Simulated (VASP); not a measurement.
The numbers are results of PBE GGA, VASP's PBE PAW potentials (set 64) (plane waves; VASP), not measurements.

Input for VASP

INCAR:
```
SYSTEM = BP
PREC = Accurate; ENCUT = 650; LREAL = .FALSE.
LASPH = .TRUE.
EDIFF = 1E-7; NELM = 100; ALGO = Normal
ISMEAR = 0; SIGMA = 0.05
GGA = PE
IBRION = 6; NSW = 1; ISIF = 3
POTIM = 0.015; NFREE = 2
LWAVE = .FALSE.; LCHARG = .FALSE.
```

### POSCAR
```
BP
1
    0.0000000000     2.2731460608     2.2731460608
    2.2731460608     0.0000000000     2.2731460608
    2.2731460608     2.2731460608     0.0000000000
B P
1 1
Direct
  0.0000000000   0.0000000000   0.0000000000
  0.2500000000   0.2500000000   0.2500000000
```

KPOINTS:
```
Automatic mesh
0
Gamma
9 9 9
0 0 0
```

POTCAR, in this order: B P (PBE.64 set). Program: vasp_std.

The resulting files:

File OUTCAR:
```


   1 f  =   23.972317 THz   150.622510 2PiTHz  799.630423 cm-1    99.141492 meV

   2 f  =   23.972317 THz   150.622510 2PiTHz  799.630423 cm-1    99.141492 meV

   3 f  =   23.972317 THz   150.622510 2PiTHz  799.630423 cm-1    99.141492 meV

   4 f/i=    0.000723 THz     0.004540 2PiTHz    0.024104 cm-1     0.002989 meV

   5 f/i=    0.000723 THz     0.004540 2PiTHz    0.024104 cm-1     0.002989 meV

   6 f/i=    0.000723 THz     0.004540 2PiTHz    0.024104 cm-1     0.002989 meV

 ELASTIC MODULI CONTR FROM IONIC RELAXATION (kBar)
 Direction    XX          YY          ZZ          XY          YZ          ZX
 --------------------------------------------------------------------------------
 XX          -0.0000      0.0000      0.0000      0.0000      0.0000      0.0000
 YY           0.0000     -0.0000      0.0000      0.0000      0.0000     -0.0000
 ZZ           0.0000      0.0000     -0.0000      0.0000      0.0000      0.0000
 XY           0.0000      0.0000      0.0000   -180.1233      0.0000      0.0000
 YZ           0.0000      0.0000      0.0000      0.0000   -180.1233      0.0000
 ZX           0.0000     -0.0000      0.0000      0.0000      0.0000   -180.1233
 --------------------------------------------------------------------------------

 TOTAL ELASTIC MODULI (kBar)
 Direction    XX          YY          ZZ          XY          YZ          ZX
 --------------------------------------------------------------------------------
 XX        3400.6309    732.5126    732.5126     -0.0000      0.0000      0.0000
 YY         732.5126   3400.6309    732.5126      0.0000     -0.0000     -0.0000
 ZZ         732.5126    732.5126   3400.6309      0.0000     -0.0000     -0.0000
 XY          -0.0000      0.0000      0.0000   1855.2841      0.0000      0.0000
 YZ           0.0000     -0.0000     -0.0000      0.0000   1855.2841      0.0000
 ZX           0.0000     -0.0000     -0.0000      0.0000      0.0000   1855.2841
 --------------------------------------------------------------------------------
```
(Selected blocks of OUTCAR.)

The compound is BP in the zinc blende structure. It was relaxed first.
